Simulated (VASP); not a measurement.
These are r2SCAN meta-GGA, VASP's PBE PAW potentials (set 64) (plane waves; VASP) values and carry that method's errors.

The input files of a VASP run:

POSCAR:
```
Ho
1
    1.8230115951    -3.1575487618     0.0000000000
    1.8230115951     3.1575487618     0.0000000000
    0.0000000000     0.0000000000     5.6099835602
Ho
2
Direct
  0.3333330000   0.6666670000   0.2500000000
  0.6666670000   0.3333330000   0.7500000000
```

INCAR:
```
SYSTEM=Ho
PREC=Accurate; ENCUT=480; LREAL=.False.
LASPH=.True.
EDIFF=1E-7; NELM=100; ALGO=Normal
LMAXMIX=6; LMIXTAU=.True.
ISMEAR=1; SIGMA=0.1
METAGGA=R2SCAN
IBRION=2; NSW=30; ISIF=2
EDIFFG=-0.01
LWAVE=.False.; LCHARG=.False.
```

**KPOINTS**
```
kpoints
0
gamma
  12 12 6
0 0 0
```

POTCAR, in this order: Ho_3 (PBE.64 set). Program: vasp_std.

Output

OSZICAR:
```
       N       E                     dE             d eps       ncg     rms          rms(c)
DAV:   1     0.315024967519E+02    0.31502E+02   -0.82792E+03  2157   0.126E+03
DAV:   2    -0.626352716116E+02   -0.94138E+02   -0.92734E+02  2728   0.552E+02
DAV:   3    -0.677112835918E+02   -0.50760E+01   -0.48622E+01  3230   0.945E+01
DAV:   4    -0.679181895546E+02   -0.20691E+00   -0.20346E+00  3436   0.135E+01
DAV:   5    -0.679225740559E+02   -0.43845E-02   -0.43669E-02  3317   0.213E+00    0.292E+01
DAV:   6    -0.660398770307E+02    0.18827E+01   -0.51096E-01  3188   0.104E+01    0.154E+01
DAV:   7    -0.645699473173E+02    0.14699E+01   -0.52245E-01  3468   0.963E+00    0.782E-01
DAV:   8    -0.659718774048E+02   -0.14019E+01   -0.47914E-01  3499   0.756E+00    0.295E+00
DAV:   9    -0.657972055318E+02    0.17467E+00   -0.62687E-02  2614   0.341E+00    0.972E-01
DAV:  10    -0.657545170565E+02    0.42688E-01   -0.29918E-03  3139   0.799E-01    0.100E+00
DAV:  11    -0.657310402480E+02    0.23477E-01   -0.74823E-03  2431   0.113E+00    0.698E-01
DAV:  12    -0.657427731849E+02   -0.11733E-01   -0.90248E-02  2304   0.362E+00    0.132E-01
DAV:  13    -0.657468340267E+02   -0.40608E-02   -0.51210E-03  2844   0.908E-01    0.138E-01
DAV:  14    -0.657460701358E+02    0.76389E-03   -0.19101E-04  3173   0.181E-01    0.144E-01
DAV:  15    -0.657456654414E+02    0.40469E-03   -0.72284E-04  2456   0.198E-01    0.220E-01
DAV:  16    -0.657452767372E+02    0.38870E-03   -0.24272E-04  3154   0.170E-01    0.205E-01
DAV:  17    -0.657452388156E+02    0.37922E-04   -0.57194E-05  2471   0.660E-02    0.169E-01
DAV:  18    -0.657452788272E+02   -0.40012E-04   -0.66439E-05  3259   0.105E-01    0.359E-02
DAV:  19    -0.657452573408E+02    0.21486E-04   -0.12569E-05  2604   0.351E-02    0.178E-02
DAV:  20    -0.657452469838E+02    0.10357E-04   -0.45259E-06  2713   0.251E-02    0.970E-03
DAV:  21    -0.657452535586E+02   -0.65748E-05   -0.65641E-06  3297   0.321E-02    0.421E-03
DAV:  22    -0.657452565573E+02   -0.29987E-05   -0.14160E-06  2503   0.135E-02    0.264E-03
DAV:  23    -0.657452554999E+02    0.10573E-05   -0.48215E-07  2453   0.882E-03    0.280E-03
DAV:  24    -0.657452569024E+02   -0.14025E-05   -0.15221E-07  1906   0.407E-03    0.277E-03
DAV:  25    -0.657452559165E+02    0.98588E-06   -0.34354E-08  1238   0.312E-03    0.114E-03
DAV:  26    -0.657452563514E+02   -0.43492E-06   -0.14711E-08  1228   0.292E-03    0.780E-04
DAV:  27    -0.657452562000E+02    0.15146E-06   -0.16670E-08  1228   0.203E-03    0.483E-04
DAV:  28    -0.657452560892E+02    0.11080E-06   -0.71434E-09  1213   0.208E-03    0.357E-04
DAV:  29    -0.657452562082E+02   -0.11902E-06   -0.41983E-09  1208   0.119E-03    0.383E-04
DAV:  30    -0.657452561821E+02    0.26056E-07   -0.30567E-09  1198   0.132E-03
   1 F= -.65745256E+02 E0= -.65745991E+02  d E =-.657453E+02
```

File OUTCAR:
```
------------------------ aborting loop because EDIFF is reached ----------------------------------------
  FORCE on cell =-STRESS in cart. coord.  units (eV):
  Direction    XX          YY          ZZ          XY          YZ          ZX
  --------------------------------------------------------------------------------------
  Total       -0.4763354     -0.4763354     -0.4332577      0.0000000      0.0000000      0.0000000
  in kB      -11.8165960    -11.8165964    -10.7479539      0.0000000      0.0000000      0.0000000
  external PRESSURE =     -11.4603821 kB  Pullay stress =       0.0000000 kB
  volume of cell :       64.58
      direct lattice vectors                 reciprocal lattice vectors
     1.823011595 -3.157548762  0.000000000     0.274271432 -0.158350682  0.000000000
     1.823011595  3.157548762  0.000000000     0.274271432  0.158350682  0.000000000
     0.000000000  0.000000000  5.609983560     0.000000000  0.000000000  0.178253642
 POSITION                                       TOTAL-FORCE (eV/Angst)
 -----------------------------------------------------------------------------------
      1.82301      1.05252      1.40250        -0.000000      0.000000      0.000000
      1.82301     -1.05252      4.20749         0.000000     -0.000000      0.000000
 -----------------------------------------------------------------------------------
    total drift:                                0.000004      0.000095     -0.000011
  FREE ENERGIE OF THE ION-ELECTRON SYSTEM (eV)
  ---------------------------------------------------
  free  energy   TOTEN  =       -65.7452561821 eV

  energy  without entropy=      -65.7474615642  energy(sigma->0) =      -65.74599131

 reached required accuracy - stopping structural energy minimisation
```
(Selected blocks of OUTCAR.)

The 4f electrons are frozen in the core of the lanthanide potential, so 4f levels, which can set the real gap, and their magnetism are missing.

The compound is Ho in the hcp structure. This cell was strained or had an atom moved on purpose.
